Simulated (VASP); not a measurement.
These are r2SCAN meta-GGA, VASP's PBE PAW potentials (set 64) (plane waves; VASP) values and carry that method's errors.

Input for VASP

### POSCAR
```
SiC
1
    0.0000000000     2.1775206538     2.1775206538
    2.1775206538     0.0000000000     2.1775206538
    2.1775206538     2.1775206538     0.0000000000
Si C
1 1
Direct
  0.0000000000   0.0000000000   0.0000000000
  0.7500000000   0.7500000000   0.7500000000
```

INCAR:
```
NSW=20   # most ionic steps
ENCUT=450
LASPH=.True.
SIGMA=0.05
LMIXTAU=.True.
EDIFF=1E-5   # SCF stop (eV)
EDIFFG=-0.03
ISMEAR=0
LREAL=.False.   # projection in real space or not
NELMIN=4
SYSTEM=SiC
LWAVE=.False.
ALGO=Normal   # blocked Davidson
NELM=100
ISIF=2   # forces and stress, cell fixed
IBRION=2   # conjugate gradients
PREC=Normal
LCHARG=.False.
METAGGA=R2SCAN
```

### KPOINTS
```
kpoints
0
gamma
  12 12 12
0 0 0
```

POTCAR, in this order: Si C (PBE.64 set). Program: vasp_std.

Output

**OSZICAR**
```
       N       E                     dE             d eps       ncg     rms          rms(c)
DAV:   1    -0.167450952797E+01   -0.16745E+01   -0.39697E+03  1208   0.764E+02
DAV:   2    -0.220007584216E+02   -0.20326E+02   -0.18879E+02  1664   0.105E+02
DAV:   3    -0.223296179931E+02   -0.32886E+00   -0.32886E+00  1328   0.166E+01
DAV:   4    -0.223304904065E+02   -0.87241E-03   -0.87241E-03  1840   0.922E-01
DAV:   5    -0.223304907639E+02   -0.35739E-06   -0.35739E-06  1376   0.142E-02    0.921E+00
DAV:   6    -0.191386046675E+02    0.31919E+01   -0.59311E+00  1480   0.153E+01    0.535E+00
DAV:   7    -0.191175417797E+02    0.21063E-01   -0.72236E-01  1576   0.551E+00    0.192E+00
DAV:   8    -0.191073110201E+02    0.10231E-01   -0.36303E-01  1224   0.521E+00    0.150E+00
DAV:   9    -0.193157604504E+02   -0.20845E+00   -0.53589E-02  1200   0.242E+00    0.544E-01
DAV:  10    -0.193215082679E+02   -0.57478E-02   -0.67832E-03  1432   0.876E-01    0.259E-01
DAV:  11    -0.193316235794E+02   -0.10115E-01   -0.48797E-03  1200   0.793E-01    0.455E-02
DAV:  12    -0.193298826337E+02    0.17409E-02   -0.18505E-03  1208   0.409E-01    0.870E-02
DAV:  13    -0.193303802622E+02   -0.49763E-03   -0.38872E-04  1216   0.147E-01    0.504E-02
DAV:  14    -0.193305885913E+02   -0.20833E-03   -0.92835E-05  1368   0.105E-01    0.720E-03
DAV:  15    -0.193306024658E+02   -0.13875E-04   -0.23440E-06   688   0.186E-02    0.503E-03
DAV:  16    -0.193305963495E+02    0.61164E-05   -0.15416E-06   608   0.112E-02
   1 F= -.19330596E+02 E0= -.19330596E+02  d E =-.193306E+02
```

### OUTCAR
```
------------------------ aborting loop because EDIFF is reached ----------------------------------------
  FORCE on cell =-STRESS in cart. coord.  units (eV):
  Direction    XX          YY          ZZ          XY          YZ          ZX
  --------------------------------------------------------------------------------------
  Total       -0.0140283     -0.0140283     -0.0140283     -0.0000000      0.0000000      0.0000000
  in kB       -1.0884242     -1.0884242     -1.0884242     -0.0000000      0.0000000      0.0000000
  external PRESSURE =      -1.0884242 kB  Pullay stress =       0.0000000 kB
  volume of cell :       20.65
      direct lattice vectors                 reciprocal lattice vectors
     0.000000000  2.177520654  2.177520654    -0.229618947  0.229618947  0.229618947
     2.177520654  0.000000000  2.177520654     0.229618947 -0.229618947  0.229618947
     2.177520654  2.177520654  0.000000000     0.229618947  0.229618947 -0.229618947
  FREE ENERGIE OF THE ION-ELECTRON SYSTEM (eV)
  ---------------------------------------------------
  free  energy   TOTEN  =       -19.3305963495 eV

  energy  without entropy=      -19.3305963495  energy(sigma->0) =      -19.33059635

 reached required accuracy - stopping structural energy minimisation
```
(Selected blocks of OUTCAR.)

At this cut-off the stress carries a Pulay error, which pulls relaxed volumes low.

The compound is SiC in the zinc blende structure. It was relaxed first.
